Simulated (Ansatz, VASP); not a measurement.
**Cu (generalised stacking fault on (111) of Cu): VASP beside Ansatz**

Wanted: the spread between two codes on one cell, functional and k mesh. Of the first pair: The structure shown is the start of the Ansatz relaxation below; VASP solves that cell, so the two are compared at the walk's first step.

Main program and level: Ansatz 0.2.0; plane waves, with VASP 6.6.1 beside it; single point at PBE.

## (1) The structure

The cell holds 12 atoms: 12 Cu. Its edges and angles: a = 2.570 Å, b = 2.570 Å, c = 25.195 Å, α = 91.5°, β = 88.5°, γ = 120.0°. It derives from Cu. 48 atoms of Cu, stacked on (1 1 1); one fault a cell: the periodic image above is shifted rigidly by 0.742 A along the in-plane vector of length 4.452 A (<112> type); atoms relaxed along the normal alone with the MACE-MP-0b2 potential. Lattice constants are starting values near those of PBE. Folded to one surface cell (a quarter of the atoms). The structure's axis is c.

Coordinates:

```cif
data_structure
_symmetry_space_group_name_H-M 'P 1'
_symmetry_Int_Tables_number 1
_cell_length_a 2.5703
_cell_length_b 2.5703
_cell_length_c 25.1949
_cell_angle_alpha 91.461
_cell_angle_beta 88.539
_cell_angle_gamma 120.000
_cell_volume 144.09
loop_
_atom_site_label
_atom_site_type_symbol
_atom_site_fract_x
_atom_site_fract_y
_atom_site_fract_z
_atom_site_occupancy
Cu1 Cu 0.96672 0.03327 0.19957 1
Cu2 Cu 0.28627 0.71371 0.28220 1
Cu3 Cu 0.60578 0.39421 0.36520 1
Cu4 Cu 0.92523 0.07476 0.44855 1
Cu5 Cu 0.24467 0.75532 0.53188 1
Cu6 Cu 0.56412 0.43586 0.61521 1
Cu7 Cu 0.88355 0.11643 0.69854 1
Cu8 Cu 0.20300 0.79698 0.78187 1
Cu9 Cu 0.52245 0.47754 0.86520 1
Cu10 Cu 0.84190 0.15809 0.94855 1
Cu11 Cu 0.16140 0.83859 0.03155 1
Cu12 Cu 0.48096 0.51903 0.11418 1
```

## (2) Ansatz: relaxation, PBE

Ansatz runs on its default PAW (the set named soft_2) files.

The two programs are compared at the cell with which this relaxation starts, whose forces are those of its first step.

File input.yaml:

```yaml
crystal:
  lattice:
    - [2.57034, 0.0, 0.0]
    - [-1.28516, 2.22598, 0.0]
    - [0.64258, -0.371, 25.18402]
  atoms:
    - { symbol: Cu, position: [0.96674, 0.03326, 0.19957] }
    - { symbol: Cu, position: [0.2863, 0.7137, 0.2822] }
    - { symbol: Cu, position: [0.6058, 0.3942, 0.3652] }
    - { symbol: Cu, position: [0.92524, 0.07476, 0.44855] }
    - { symbol: Cu, position: [0.24468, 0.75532, 0.53188] }
    - { symbol: Cu, position: [0.56414, 0.43586, 0.61521] }
    - { symbol: Cu, position: [0.88358, 0.11642, 0.69854] }
    - { symbol: Cu, position: [0.20302, 0.79698, 0.78187] }
    - { symbol: Cu, position: [0.52246, 0.47754, 0.8652] }
    - { symbol: Cu, position: [0.84192, 0.15808, 0.94854] }
    - { symbol: Cu, position: [0.16142, 0.83858, 0.03155] }
    - { symbol: Cu, position: [0.48098, 0.51902, 0.11418] }
kpoints:
  mp_grid: { grid: [12, 12, 1] }
hamiltonian:
  xc: pbe
scf:
  occupations: { method: fermi_dirac, width: 0.1 }
output:
  forces: true
relax:
  f_tol: 0.05
  max_steps: 120
  constraints: [{ sites: [0, 1, 2, 3, 4, 5, 6, 7, 8, 9, 10, 11], fix: xy }]
```

On the command line:

```sh
> ansatz run input.yaml --threads 11 --pin off --max-ram 102400MiB --backend cuda --events-out ev --progress --plain --runs-dir out
```

Numbers of over 12 decimals in the logs are rounded to 6 here.

Log:

```text
Warning: the atoms were moved onto the symmetric positions of the space group found under crystal.symmetry.tolerance 1.0e-5 (fractional; no operation is sought that the atoms, as they stand in a round, miss by more than twice it, and no atom is moved by as much as it), and the run uses the moved positions. Before a round's move an operation carried an atom to 2.11e-4 Å from where it should land, the largest such dist [...]
Warning: crystal.symmetry: narrowed to the stabiliser of the relax constraints — unitary ops 4 → 2; lowered at sites 0, 1, 2, 3, 4, 5, 6, 7, 8, 9, 10, 11 (the operations that carried what is held of a site onto what its image site leaves free; the constrained walk keeps no symmetry that its constraints do not admit)
Engine: ansatz 0.2.0, x86_64-unknown-linux-gnu
Pseudopotentials: kind: paw
Pseudopotential: Cu, paw, valence charge 19, recommended cutoff 420 eV (normal), Cu.paw.azcp
Functional definition: PBE
  parameter kappa = 0.804
  parameter beta = 0.066725
  exchange = pbe_x(kappa = kappa, mu = beta*pi^2/3)
  correlation = pbe_c(beta = beta)
device memory: the entry about to start is reckoned to put 12.6 GiB on a device that reports 78.6 GiB free
GPU FFT provider: cuFFT
GPU libraries: cuBLAS 13.8.2, cuFFT 12.4.0, cuSOLVER 12.3.4
Crystal: 12 atoms, lattice volume = 144.091 Å³
Basis set: ecut = 420 eV, 2887 PW (Γ), exchange–correlation on 36×36×360 points (8 copies of the dense FFT grid, shifted against one another)
Bands: 137, of which v1, the nominal top of the filled ones, is band 114 counted from 1 (113 counted from 0)
Symmetry: 2 space group operations
k-points: 74 of 144
Non-local potential: Cu, projectors of the file, l = 0: 3, l = 1: 2, l = 2: 3, l = 3: 1
PAW form: soft (Blöchl's): semilocal exchange-correlation on the pseudo side does not see the compensation charge
PAW one-centre angular grid: Cu, 590 points (default); XC on 64 Gauss nodes
Initial density: superposition of atomic densities (neutral atoms: chi_scale 0, normalization atom), corrected by the library's trained network
Initial wavefunctions: pseudopotential atomic-orbital guess
GPU buffer pool allocated for 58320 grid points (all kernels)
GPU transforms: local potential and band sums: pruned to the plane-wave sphere, on 18×18×180
Functional: x = pbe(κ = 0.804, μ = 0.219515), c = pbe(β = 0.066725)
SCF iter   1: F=—  HF=-79502.066290 eV  |F-HF|=—  |Δ(HF+E_count)|=         —  Δρ=1.02e-3  dr2=6.05e-3  ethr=1.77e-3  ⟨swp⟩=4.9  Hψ=32271  notcnv=0  defer=570
preconditioner: auto → Kerker (q_TF=auto, 2.945 Å⁻¹)  [metal: Δε(μ)=0.007 eV  Ē_g=10.457 eV  σ=0.100 eV  W_gap=0.02  n_scr=64 (ndim 8)  ℏωp=35.5 eV  f_vac=0.000  D(μ)=4.54/eV (n_scr^D=18)]
SCF iter   2: F=—  HF=-79502.069545 eV  |F-HF|=—  |Δ(HF+E_count)|=   3.26e-3  Δρ=4.92e-4  dr2=2.48e-3  ethr=2.65e-6  ⟨swp⟩=2.0  Hψ=15091  notcnv=0  defer=677
SCF iter   3: F=—  HF=-79502.069734 eV  |F-HF|=—  |Δ(HF+E_count)|=   1.88e-4  Δρ=2.82e-4  dr2=1.13e-3  ethr=1.09e-6  ⟨swp⟩=1.0  Hψ=9215  notcnv=0  defer=677
SCF iter   4: F=—  HF=-79502.069703 eV  |F-HF|=—  |Δ(HF+E_count)|=   3.10e-5  Δρ=1.17e-4  dr2=1.01e-4  ethr=4.98e-7  ⟨swp⟩=1.0  Hψ=9215  notcnv=0  defer=677
iter 5 did not close the SCF: its close was put off for the readings that it lacked (scf_convergence_deferred on its scf_iter line)
SCF iter   5: F=-79502.069700 eV  HF=-79502.069718 eV  |F-HF|=1.82e-5  |Δ(HF+E_count)|=   1.54e-5  Δρ=4.28e-5  dr2=1.78e-5  ethr=4.42e-8  ⟨swp⟩=1.0  Hψ=9386  notcnv=0  defer=677
SCF iter   6: F=-79502.069716 eV  HF=-79502.069717 eV  |F-HF|=1.38e-6  |Δ(HF+E_count)|=   6.17e-7  Δρ=1.15e-5  dr2=1.51e-6  ethr=7.81e-9  ⟨swp⟩=2.4  Hψ=28578  notcnv=0
SCF 1 converged in 6 iterations: F = -79502.069716 eV  dr2 = 1.51e-6
  greatest PAW one-centre occupation: 1.000 electrons in one spin orbital (limit 2), on the Cu atom at site 11 (counted from 0), in its partial waves of l = 0
relax step   1: F+E_penalty+E_count = -79502.06971611 eV  Δ(F+E_penalty+E_count) = +0.000e0 eV  max|allowed force component| = 4.375e-2 eV/Å  Δτ_max = 0.0000 Å  (6 SCF iters, dr2 threshold 6.25e-5 eV, accepted)
device memory: the entry about to start is reckoned to put 12.1 GiB (of the 12.6 GiB reckoned in all, the device holds 0.4 GiB already) on a device that reports 78.1 GiB free
GPU FFT provider: cuFFT
GPU libraries: cuBLAS 13.8.2, cuFFT 12.4.0, cuSOLVER 12.3.4
Initial density: handed on by an earlier stage of this run
Initial wavefunctions: those handed on with the density
GPU buffer pool allocated for 58320 grid points (all kernels)
GPU transforms: local potential and band sums: pruned to the plane-wave sphere, on 18×18×180
iter 1 solved again at ethr=6.53e-10 eV; its pass at ethr=3.10e-3 eV (dr2=1.49e-6 eV) is discarded
SCF iter   1: F=—  HF=-79502.069720 eV  |F-HF|=—  |Δ(HF+E_count)|=         —  Δρ=1.16e-5  dr2=1.51e-6  ethr=6.53e-10  ⟨swp⟩=1.0  Hψ=24753  notcnv=0  defer=676
preconditioner: auto → Kerker (q_TF=auto, 2.945 Å⁻¹)  [metal: Δε(μ)=0.006 eV  Ē_g=10.459 eV  σ=0.100 eV  W_gap=0.02  n_scr=64 (ndim 8)  ℏωp=35.5 eV  f_vac=0.000  D(μ)=4.54/eV (n_scr^D=18)]
SCF iter   2: F=—  HF=-79502.069718 eV  |F-HF|=—  |Δ(HF+E_count)|=   2.23e-6  Δρ=8.77e-6  dr2=1.17e-6  ethr=6.53e-10  ⟨swp⟩=1.0  Hψ=9215  notcnv=0  defer=676
SCF iter   3: F=—  HF=-79502.069718 eV  |F-HF|=—  |Δ(HF+E_count)|=   6.28e-8  Δρ=8.42e-6  dr2=6.88e-7  ethr=5.12e-10  ⟨swp⟩=1.0  Hψ=9231  notcnv=0  defer=676
iter 4 did not close the SCF: its close was put off for the readings that it lacked (scf_convergence_deferred on its scf_iter line)
SCF iter   4: F=-79502.069718 eV  HF=-79502.069718 eV  |F-HF|=7.27e-8  |Δ(HF+E_count)|=   3.25e-8  Δρ=2.54e-6  dr2=8.42e-8  ethr=3.02e-10  ⟨swp⟩=1.0  Hψ=9215  notcnv=0  defer=676
iter 5 did not close the SCF: its close was put off for the readings that it lacked (scf_convergence_deferred on its scf_iter line)
SCF iter   5: F=-79502.069718 eV  HF=-79502.069718 eV  |F-HF|=2.76e-8  |Δ(HF+E_count)|=   1.22e-8  Δρ=9.45e-7  dr2=2.83e-8  ethr=3.69e-11  ⟨swp⟩=2.0  Hψ=12948  notcnv=0  defer=676
SCF iter   6: F=-79502.069718 eV  HF=-79502.069718 eV  |F-HF|=4.22e-10  |Δ(HF+E_count)|=  3.49e-10  Δρ=3.93e-7  dr2=4.19e-10  ethr=1.24e-11  ⟨swp⟩=2.1  Hψ=24705  notcnv=0
SCF 2 converged in 6 iterations: F = -79502.069718 eV  dr2 = 4.19e-10
relax step   2: F+E_penalty+E_count = -79502.06971759 eV  Δ(F+E_penalty+E_count) = -1.484e-6 eV  max|allowed force component| = 4.384e-2 eV/Å  Δτ_max = 0.0000 Å  (6 SCF iters, accepted)
SCF converged after 6 iterations
Free energy (F): -79502.069718 eV
Harris-Foulkes:  -79502.069718 eV  (|F-HF|=4.22e-10)
Internal energy: -79501.923013 eV  (E = F + TS)
E sigma→0 (E₀):  -79501.996365 eV
Entropy (-TS):   -0.146705 eV (-12.225 meV/atom)
Fermi energy:    16.365004 eV
--- Per-component energies (eV) ---
  E_band       = -4383.547016
  E_kinetic    = 3596.912073
  E_local      = -48984.691707  (includes V_loc(G=0)·N_el)
  E_nonlocal   = 4678.983606
  E_hartree    = 21567.363381
  E_xc         = -1073.400537
  E_vxc        = -1385.108782  (∫ρ·V_xc dr)
  E_paw        = -19955.747273  (= ΣΔE_a)
  E_vpaw       = -5424.372943  (= ΣTr[D̂ρ^β])
  E_aug_tail   = 0.003155  (compensation charges beyond the density's cutoff)
  E_ewald      = -39331.345709
  E_smearing   = -0.146705  (= −TS)
  E_closure    = -0.000000  (closes the sum)
  Σ components = -79502.069718   (vs F -79502.069718, Δ=0.00e0)
--- Forces (eV/Å), atoms counted from 1 ---
  atom   1  Cu    -0.01918923     0.01107898    -0.02939264
  atom   2  Cu     0.00567318    -0.00327545     0.04384395
  atom   3  Cu    -0.00275792     0.00159229     0.03062898
  atom   4  Cu    -0.00071659     0.00041372    -0.00124890
  atom   5  Cu     0.00093504    -0.00053986     0.00019761
  atom   6  Cu    -0.00001083     0.00000626     0.00037037
  atom   7  Cu     0.00001083    -0.00000626    -0.00037037
  atom   8  Cu    -0.00093504     0.00053986    -0.00019761
  atom   9  Cu     0.00071659    -0.00041372     0.00124890
  atom  10  Cu     0.00275792    -0.00159229    -0.03062898
  atom  11  Cu    -0.00567318     0.00327545    -0.04384395
  atom  12  Cu     0.01918923    -0.01107898     0.02939264
  max |Σ_I F_I| component: 0.00e0 eV/Å
--- Relaxed structure (2 steps of the walk, 2 accepted, 0 SCFs on fresh bases) ---
  F+E_penalty+E_count = -79502.06971759 eV   max|allowed force component| = 4.384e-2 eV/Å
  atoms:
    - { symbol: Cu, position: [0.966737, 0.033263, 0.199569] }
    - { symbol: Cu, position: [0.286297, 0.713703, 0.282199] }
    - { symbol: Cu, position: [0.605797, 0.394203, 0.365204] }
    - { symbol: Cu, position: [0.925247, 0.074753, 0.448549] }
    - { symbol: Cu, position: [0.244687, 0.755313, 0.531879] }
    - { symbol: Cu, position: [0.564137, 0.435863, 0.615209] }
    - { symbol: Cu, position: [0.883577, 0.116423, 0.698539] }
    - { symbol: Cu, position: [0.203027, 0.796973, 0.781869] }
    - { symbol: Cu, position: [0.522467, 0.477533, 0.865199] }
    - { symbol: Cu, position: [0.841917, 0.158083, 0.948544] }
    - { symbol: Cu, position: [0.161417, 0.838583, 0.031549] }
    - { symbol: Cu, position: [0.480977, 0.519023, 0.114179] }
```

Reading the cycles: dr2 is the Hartree energy of the density residual (eV), the measure of convergence; HF is the Harris–Foulkes estimate of the energy, which meets the free energy F at convergence.

[end of part 1 of 3]

[Lines on the potential files, build, host, timing and source positions are cut from VASP's logs without a mark.]

[Logs are printed without paths, hosts, clocks, repeated set-up lines and the standing remarks that a program may print on its own settings, such as how far it seeks lower states.]

[Hosts, paths, dates, database ids (printed as entryN), source tags and the programs' standing remarks are cut or masked in the printed files.]
